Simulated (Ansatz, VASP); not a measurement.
# La2O3: VASP beside Ansatz

Aim: how closely do two programs agree when they are given the same cell, functional and k mesh? The cell is taken from a series of runs on this material, whose earlier steps may have relaxed, scaled, displaced or heated it; both programs get it as it stands.

Calculated with Ansatz 0.2.0; plane waves, with VASP 6.6.1 beside it; zone-centre phonons at PBE.

## (1) The starting structure

Symmetry: P-3m1, No. 164, trigonal system. The conventional cell has a = 3.933 Å, b = 3.933 Å, c = 6.150 Å, α = 90.00°, β = 90.00°, γ = 120.00°. Nearest to O lie 4 La at 2.37 to 2.45 Å. Nearest to O lie 6 La at 2.73 Å. La has 7 O at 2.37 to 2.73 Å nearest. Farther neighbours and most contacts between anions are not listed.

## (2) VASP: zone-centre phonons, PBE

Second derivatives magnify differences that forces hide, and they need a tight electronic threshold.

Lines of VASP's logs that name or quote its potential files are left out, and so is its time.

File INCAR:

```
SYSTEM = La2O3
PREC = Accurate
ENCUT = 600
EDIFF = 1E-08
NELM = 200
ISMEAR = 0
SIGMA = 0.01
LREAL = .FALSE.
ALGO = Normal
GGA = PE
NBANDS = 26
LASPH = .TRUE.
LORBIT = 11
LWAVE = .FALSE.
LCHARG = .FALSE.
ISIF = 2
IBRION = 8
LEPSILON = .TRUE.
GGA_COMPAT = .FALSE.
EFERMI = MIDGAP
LMAXMIX = 6
KPAR = 2
```

File POSCAR:

```
La2O3
1.0
    3.9329850917      0.0000000000      0.0000000000
   -1.9664925458      3.4060650022      0.0000000000
    0.0000000000      0.0000000000      6.1496712216
O La
3 2
Direct
    0.6666666667      0.3333333333      0.3543222349
    0.3333333333      0.6666666667      0.6456777651
    0.0000000000      0.0000000000      0.0000000000
    0.6666666667      0.3333333333      0.7533460683
    0.3333333333      0.6666666667      0.2466539317
```

File KPOINTS:

```
Automatic mesh
0
Gamma
9 9 4
0 0 0
```

The projector-augmented-wave data sets are O and La (PBE family, release 64).

The run is started by

```sh
$ mpirun -np 2 vasp_std
```

Numbers of over 12 decimals in the logs are rounded to 6 here.

Output:

```text
[banner, memory and clock lines left out]
running    2 mpi-ranks, on    1 nodes
 distrk:  each k-point on    1 cores,    2 groups
 distr:  one band on    1 cores,    1 groups

 POSCAR found type information on POSCAR O La
 POSCAR found :  2 types and       5 ions
 LDA part: xc-table for (Slater+PW92), standard interpolation
 POSCAR, INCAR and KPOINTS ok, starting setup
 FFT: planning ... GRIDC
 FFT: planning ... GRID_SOFT
 FFT: planning ... GRID
 WAVECAR not read
 entering main loop
       N       E                     dE             d eps       ncg     rms          rms(c)
DAV:   1     0.491522174154E+03    0.49152E+03   -0.17204E+04  2324   0.263E+03
DAV:   2     0.952566523856E+02   -0.39627E+03   -0.38458E+03  3124   0.387E+02
DAV:   3    -0.292860832009E+02   -0.12454E+03   -0.12179E+03  3810   0.212E+02
DAV:   4    -0.464096153664E+02   -0.17124E+02   -0.17096E+02  3786   0.856E+01
DAV:   5    -0.475004731946E+02   -0.10909E+01   -0.10902E+01  3808   0.249E+01    0.150E+01
DAV:   6    -0.418669310812E+02    0.56335E+01   -0.50943E+01  3544   0.409E+01    0.768E+00
DAV:   7    -0.418327071795E+02    0.34224E-01   -0.55255E+00  4320   0.230E+01    0.354E+00
DAV:   8    -0.418285459842E+02    0.41612E-02   -0.53956E-01  3824   0.602E+00    0.126E+00
DAV:   9    -0.418267816369E+02    0.17643E-02   -0.85635E-02  4024   0.242E+00    0.367E-01
DAV:  10    -0.418293693906E+02   -0.25878E-02   -0.32350E-02  3880   0.118E+00    0.189E-01
DAV:  11    -0.418303875500E+02   -0.10182E-02   -0.11077E-02  3880   0.779E-01    0.138E-01
DAV:  12    -0.418305625582E+02   -0.17501E-03   -0.26415E-03  3544   0.374E-01    0.626E-02
DAV:  13    -0.418305885660E+02   -0.26008E-04   -0.12872E-03  3944   0.236E-01    0.231E-02
DAV:  14    -0.418305966692E+02   -0.81032E-05   -0.19885E-04  3632   0.105E-01    0.149E-02
DAV:  15    -0.418305935573E+02    0.31119E-05   -0.54348E-05  4072   0.538E-02    0.293E-03
DAV:  16    -0.418305940879E+02   -0.53058E-06   -0.61699E-06  3520   0.159E-02    0.501E-03
DAV:  17    -0.418305936084E+02    0.47955E-06   -0.20190E-06  4128   0.104E-02    0.155E-03
DAV:  18    -0.418305936181E+02   -0.97025E-08   -0.38373E-07  3464   0.399E-03    0.376E-04
DAV:  19    -0.418305936107E+02    0.73801E-08   -0.81355E-08  3208   0.220E-03
   1 F= -.41830594E+02 E0= -.41830594E+02  d E =0.000000E+00
 Linear response reoptimize wavefunctions to high precision
DAV:   1    -0.418305936113E+02   -0.61618E-09   -0.35657E-08  3368   0.155E-03
DAV:   2    -0.418305936116E+02   -0.28876E-09   -0.26448E-09  2232   0.572E-04
DAV:   3    -0.418305936116E+02    0.13642E-11   -0.62718E-10  2128   0.410E-04
 Linear response G [H, r] |phi>, progress :
  Direction:   1
       N       E                     dE             d eps       ncg     rms
 LRF_COMMUTATOR internal error: the vector H(1)-e(1) S(1) |phi(0)> is not orthog
 onal to |phi(0)> (1.431067935187397E-004,-8.925152283900673E-015)
 LRF_COMMUTATOR internal error: the vector H(1)-e(1) S(1) |phi(0)> is not orthog
 onal to |phi(0)> (-1.021067752654155E-004,1.313163987270993E-014)
RMM:   1    -0.150134235102E+03   -0.15013E+03    0.65019E+02  3812   0.285E+02
 LRF_COMMUTATOR internal error: the vector H(1)-e(1) S(1) |phi(0)> is not orthog
 onal to |phi(0)> (1.431067935187397E-004,-8.925152283900673E-015)
 LRF_COMMUTATOR internal error: the vector H(1)-e(1) S(1) |phi(0)> is not orthog
 onal to |phi(0)> (-1.021067752654155E-004,1.313163987270993E-014)
RMM:   2    -0.126462192088E+03    0.23672E+02   -0.10752E+02  3756   0.101E+02
 LRF_COMMUTATOR internal error: the vector H(1)-e(1) S(1) |phi(0)> is not orthog
 onal to |phi(0)> (1.431067935187397E-004,-8.925152283900673E-015)
 LRF_COMMUTATOR internal error: the vector H(1)-e(1) S(1) |phi(0)> is not orthog
 onal to |phi(0)> (-1.021067752654155E-004,1.313163987270993E-014)
RMM:   3    -0.137825630882E+03   -0.11363E+02   -0.91440E+01  5323   0.366E+01
RMM:   4    -0.139774728315E+03   -0.19491E+01   -0.95541E+00  5649   0.146E+01
RMM:   5    -0.140503963629E+03   -0.72924E+00   -0.38042E+00  5845   0.712E+00
RMM:   6    -0.140762990416E+03   -0.25903E+00   -0.10616E+00  5828   0.427E+00
RMM:   7    -0.140834156944E+03   -0.71167E-01   -0.40494E-01  5727   0.242E+00
RMM:   8    -0.140864393804E+03   -0.30237E-01   -0.14564E-01  5577   0.156E+00
RMM:   9    -0.140874692944E+03   -0.10299E-01   -0.68184E-02  5436   0.985E-01
RMM:  10    -0.140879160165E+03   -0.44672E-02   -0.24804E-02  5375   0.675E-01
RMM:  11    -0.140880826054E+03   -0.16659E-02   -0.10158E-02  5198   0.474E-01
RMM:  12    -0.140881640888E+03   -0.81483E-03   -0.40621E-03  5108   0.360E-01
RMM:  13    -0.140881973927E+03   -0.33304E-03   -0.29359E-03  4982   0.285E-01
RMM:  14    -0.140882151879E+03   -0.17795E-03   -0.26375E-03  4941   0.248E-01
RMM:  15    -0.140882204779E+03   -0.52900E-04   -0.14985E-03  4946   0.218E-01
RMM:  16    -0.140882259984E+03   -0.55204E-04   -0.27562E-04  4882   0.210E-01
[...]
RMM:  32    -0.378576922369E+00    0.18533E-08   -0.31341E-07  5150   0.342E-03    0.164E-05
 first order change of Fermi-energy   0.21225E+00
 force on displaced ion       1 direction 3 :   0.000  -0.000  -7.612
 Born effective charge ion    1 direction 3 :  -0.000   0.000  -2.525
 Linear response progress:
  Degree of freedom:   3/  6
[...]
RMM:   3    -0.375550446312E+00   -0.21289E-02   -0.48410E-03  3792   0.279E-01    0.580E-02
RMM:   4    -0.376656787143E+00   -0.11063E-02   -0.12213E-03  4246   0.254E-01    0.229E-02
RMM:   5    -0.376753100676E+00   -0.96314E-04   -0.53994E-04  4944   0.886E-02    0.145E-02
RMM:   6    -0.376716195618E+00    0.36905E-04   -0.88145E-05  4953   0.439E-02    0.712E-03
RMM:   7    -0.376737542038E+00   -0.21346E-04   -0.44673E-05  5280   0.268E-02    0.284E-03
RMM:   8    -0.376744610146E+00   -0.70681E-05   -0.94874E-06  5506   0.154E-02    0.158E-03
RMM:   9    -0.376743086243E+00    0.15239E-05   -0.10026E-06  5446   0.961E-03    0.550E-04
RMM:  10    -0.376743030019E+00    0.56224E-07    0.20037E-06  5421   0.630E-03    0.440E-04
RMM:  11    -0.376743891004E+00   -0.86098E-06    0.22280E-06  5201   0.491E-03    0.109E-04
RMM:  12    -0.376742261534E+00    0.16295E-05    0.15731E-06  5254   0.367E-03    0.813E-05
RMM:  13    -0.376742683953E+00   -0.42242E-06    0.11929E-06  5090   0.317E-03    0.542E-05
RMM:  14    -0.376742459389E+00    0.22456E-06    0.78571E-07  5136   0.288E-03    0.912E-05
RMM:  15    -0.376742853314E+00   -0.39393E-06    0.83405E-07  5047   0.270E-03    0.554E-05
RMM:  16    -0.376742807268E+00    0.46046E-07    0.51982E-07  5052   0.252E-03    0.285E-05
RMM:  17    -0.376742786884E+00    0.20383E-07    0.35069E-07  4976   0.246E-03    0.164E-05
RMM:  18    -0.376742774987E+00    0.11898E-07    0.13386E-08  5006   0.242E-03    0.231E-05
RMM:  19    -0.376742744855E+00    0.30132E-07    0.19208E-07  5038   0.241E-03    0.139E-05
RMM:  20    -0.376742762802E+00   -0.17948E-07   -0.10883E-08  5005   0.238E-03    0.539E-06
RMM:  21    -0.376742775781E+00   -0.12978E-07    0.14163E-07  4993   0.236E-03    0.491E-06
RMM:  22    -0.376742769551E+00    0.62300E-08   -0.24231E-08  5002   0.236E-03    0.648E-06
 first order change of Fermi-energy  -0.39447E-04
 force on displaced ion       3 direction 3 :  -0.000  -0.000  -5.423
 Born effective charge ion    3 direction 3 :  -0.000   0.000  -2.586
 Linear response progress:
  Degree of freedom:   5/  6
       N       E                     dE             d eps       ncg     rms          rms(c)
RMM:   1    -0.222653603320E+00   -0.22265E+00   -0.14183E+00 12277   0.389E+01
RMM:   2    -0.250568612780E+00   -0.27915E-01   -0.89798E-02 14441   0.264E+00    0.143E-01
RMM:   3    -0.255010745564E+00   -0.44421E-02   -0.31888E-02 20383   0.833E-01    0.102E-01
RMM:   4    -0.255993223337E+00   -0.98248E-03   -0.54584E-03 22355   0.331E-01    0.809E-02
RMM:   5    -0.257620475128E+00   -0.16273E-02   -0.18280E-03 21313   0.250E-01    0.182E-02
RMM:   6    -0.257988417199E+00   -0.36794E-03   -0.10520E-03 23618   0.130E-01    0.121E-02
RMM:   7    -0.258028963513E+00   -0.40546E-04   -0.41652E-04 22924   0.837E-02    0.918E-03
RMM:   8    -0.258190382285E+00   -0.16142E-03   -0.21670E-04 23240   0.552E-02    0.452E-03
RMM:   9    -0.258288013568E+00   -0.97631E-04   -0.20822E-04 22615   0.380E-02    0.296E-03
RMM:  10    -0.258349430599E+00   -0.61417E-04   -0.32349E-04 22647   0.274E-02    0.144E-03
RMM:  11    -0.258393572386E+00   -0.44142E-04   -0.37148E-04 22241   0.212E-02    0.593E-04
RMM:  12    -0.258376700774E+00    0.16872E-04   -0.33402E-04 21996   0.150E-02    0.737E-04
RMM:  13    -0.258383118731E+00   -0.64180E-05   -0.29242E-04 21342   0.123E-02    0.821E-04
RMM:  14    -0.258380983046E+00    0.21357E-05   -0.26088E-04 21035   0.103E-02    0.131E-03
RMM:  15    -0.258378969874E+00    0.20132E-05   -0.23153E-04 20739   0.907E-03    0.166E-03
RMM:  16    -0.258380986130E+00   -0.20163E-05   -0.20867E-04 20518   0.813E-03    0.176E-03
RMM:  17    -0.258381503462E+00   -0.51733E-06   -0.18679E-04 20590   0.748E-03    0.188E-03
RMM:  18    -0.258384455952E+00   -0.29525E-05   -0.16818E-04 20361   0.704E-03    0.184E-03
 first order change of Fermi-energy   0.13430E-04
 force on displaced ion       4 direction 1 :  -5.722   0.000   0.010
 Born effective charge ion    4 direction 1 :   4.221   0.000  -0.000
 Linear response progress:
  Degree of freedom:   6/  6
       N       E                     dE             d eps       ncg     rms          rms(c)
RMM:   1    -0.281643741247E+00   -0.28164E+00   -0.12266E+00  3164   0.366E+01
RMM:   2    -0.306351655161E+00   -0.24708E-01   -0.91242E-02  3619   0.282E+00    0.151E-01
RMM:   3    -0.311539379893E+00   -0.51877E-02   -0.38927E-02  4783   0.976E-01    0.118E-01
RMM:   4    -0.312706147951E+00   -0.11668E-02   -0.59440E-03  5552   0.366E-01    0.961E-02
RMM:   5    -0.314344872852E+00   -0.16387E-02   -0.25334E-03  4709   0.332E-01    0.326E-02
RMM:   6    -0.314772357332E+00   -0.42748E-03   -0.13864E-03  5895   0.147E-01    0.206E-02
RMM:   7    -0.315101908694E+00   -0.32955E-03   -0.51858E-04  5627   0.111E-01    0.171E-02
RMM:   8    -0.315173873134E+00   -0.71964E-04   -0.21842E-04  5602   0.689E-02    0.112E-02
RMM:   9    -0.315313013279E+00   -0.13914E-03   -0.13299E-04  5669   0.457E-02    0.524E-03
RMM:  10    -0.315376333416E+00   -0.63320E-04   -0.32136E-05  5705   0.311E-02    0.356E-03
RMM:  11    -0.315426706638E+00   -0.50373E-04   -0.33695E-05  5781   0.219E-02    0.151E-03
RMM:  12    -0.315474929989E+00   -0.48223E-04   -0.21923E-05  5678   0.163E-02    0.701E-04
RMM:  13    -0.315452554935E+00    0.22375E-04   -0.10909E-05  5502   0.119E-02    0.114E-03
RMM:  14    -0.315465481646E+00   -0.12927E-04   -0.98049E-06  5471   0.953E-03    0.609E-04
RMM:  15    -0.315477179780E+00   -0.11698E-04   -0.81859E-06  5381   0.868E-03    0.206E-04
RMM:  16    -0.315473308267E+00    0.38715E-05   -0.25140E-06  5153   0.745E-03    0.324E-04
RMM:  17    -0.315479001955E+00   -0.56937E-05   -0.40785E-06  5309   0.661E-03    0.959E-05
RMM:  18    -0.315480130068E+00   -0.11281E-05   -0.39144E-06  5021   0.651E-03    0.109E-04
RMM:  19    -0.315479421144E+00    0.70892E-06   -0.20102E-06  5173   0.601E-03    0.202E-04
RMM:  20    -0.315480771001E+00   -0.13499E-05   -0.52399E-07  5068   0.595E-03    0.160E-04
RMM:  21    -0.315480823860E+00   -0.52859E-07   -0.16054E-06  5123   0.583E-03    0.206E-04
RMM:  22    -0.315481240915E+00   -0.41706E-06    0.12665E-07  5081   0.576E-03    0.201E-04
RMM:  23    -0.315481866517E+00   -0.62560E-06   -0.74361E-07  5119   0.568E-03    0.189E-04
 first order change of Fermi-energy  -0.72837E-01
 force on displaced ion       4 direction 3 :  -0.000   0.000 -11.989
 Born effective charge ion    4 direction 3 :   0.000   0.000   3.823
 Born effective charges drift removed
 Linear response finished
```

[end of part 1 of 3]

[Lines on the potential files, build, host, timing and source positions are cut from VASP's logs without a mark.]

[Logs are printed without paths, hosts, clocks, repeated set-up lines and the standing remarks that a program may print on its own settings, such as how far it seeks lower states.]

[Hosts, paths, dates, database ids (printed as entryN), source tags and the programs' standing remarks are cut or masked in the printed files.]
